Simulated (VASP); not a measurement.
Computed with PBEsol GGA, VASP's PBE PAW potentials (set 64) (plane waves; VASP).

VASP input:

### POSCAR
```
TaGe2
1
   -1.6803302870     1.6803302870     4.2074940999
    1.6803302870    -1.6803302870     4.2074940999
    1.6803302870     1.6803302870    -4.2074940999
Ta Ge
1 2
Direct
  0.0000000000   0.0000000000   0.0000000000
  0.3357254820   0.3357254820   0.0000000000
  0.6642745180   0.6642745180   0.0000000000
```

### KPOINTS
```
Automatic mesh
0
Gamma
12 12 12
0 0 0
```

### INCAR
```
SYSTEM = TaGe2
PREC = Accurate
ENCUT = 400
EDIFF = 1E-6
NELM = 100
ALGO = Normal
LREAL = .FALSE.
LASPH = .TRUE.
ISMEAR = 1
SIGMA = 0.1
GGA = PS
LMAXMIX = 6
LWAVE = .FALSE.
LCHARG = .FALSE.
IBRION = 2
ISIF = 3
NSW = 60
EDIFFG = -0.02
```

POTCAR, in this order: Ta_pv Ge_d (PBE.64 set). Program: vasp_std.

Unless said otherwise, spin-orbit coupling is left out, though it shifts the bands of the heavy elements here.

**Question.** Estimate the energy per atom (σ→0), volume per atom, band gap (on the k-mesh).

**Answer.** 
```yaml
energy per atom (σ→0): -7.744 eV/atom
band gap (on the k-mesh): none (metal, semimetal or under 0.01 eV)
volume_per_atom: 15.87 Å³/atom
```

**OSZICAR**
```
...
       N       E                     dE             d eps       ncg     rms          rms(c)
DAV:   1    -0.232403884181E+02   -0.79642E-02   -0.19022E-01  8418   0.417E+00    0.525E-01
DAV:   2    -0.232354495282E+02    0.49389E-02   -0.10482E-02 10192   0.172E+00    0.306E-01
DAV:   3    -0.232330125583E+02    0.24370E-02   -0.46763E-03 11197   0.104E+00    0.601E-02
DAV:   4    -0.232330430481E+02   -0.30490E-04   -0.73200E-04  8304   0.290E-01    0.342E-02
DAV:   5    -0.232330381136E+02    0.49345E-05   -0.41856E-05  9920   0.110E-01    0.604E-03
DAV:   6    -0.232330378049E+02    0.30879E-06   -0.51576E-06  8556   0.319E-02
   2 F= -.23233038E+02 E0= -.23232847E+02  d E =-.613912E-03
```

The structure was generated: TaGe2 was put into the MoSi2 type (I4/mmm), which need not be its known phase. This run relaxes it. Symmetry was kept, so distortions that lower it aren't found. The start is the result of an earlier pass. The electron count is odd and the run is not spin-polarised, which forces a metal.
